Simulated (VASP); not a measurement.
HgTe (Coloradoite):

```
Hg Te
1.0
     0.00000    3.21450    3.21450
     3.21450    0.00000    3.21450
     3.21450    3.21450    0.00000
Hg Te
1 1
Direct
  0.00000 0.00000 0.00000
  0.25000 0.25000 0.25000
```

```yaml
Program: VASP 6.6.1
Task: relaxation of cell and atoms
Functional: r2SCAN
Potentials_or_basis: VASP PAW PBE potentials, release 64 (Hg, Te)
Cutoff: 600 eV
k_mesh: 10 × 10 × 10
Occupations: gaussian, width 0.03 eV
Spin: no spin polarisation
```

At the start: pressure 3.2 GPa; volume 33.22 Å³/atom.

How do energy, volume and symmetry change on relaxing?

Over 3 steps the energy falls by 22.2 meV/atom and the volume is 35.56 Å³/atom (+7.1 %); space group F-43m (No. 216, to 0.05 Å).

Step by step:
```csv
step,energy change (eV),largest force (eV/Å),pressure (GPa),volume (Å³)
1,0.0000,0.0000,3.23,66.43
2,-0.0380,0.0000,-1.01,73.07
3,-0.0444,0.0000,0.00,71.12
```

Final structure:
```
CELL_PARAMETERS angstrom
0.00000 3.28835 3.28835
3.28835 0.00000 3.28835
3.28835 3.28835 0.00000
ATOMIC_POSITIONS crystal
Hg 0.00000 0.00000 0.00000
Te 0.25000 0.25000 0.25000
```

Caveat: the PAW data sets were made with another functional, which shifts forces and pressure a little.
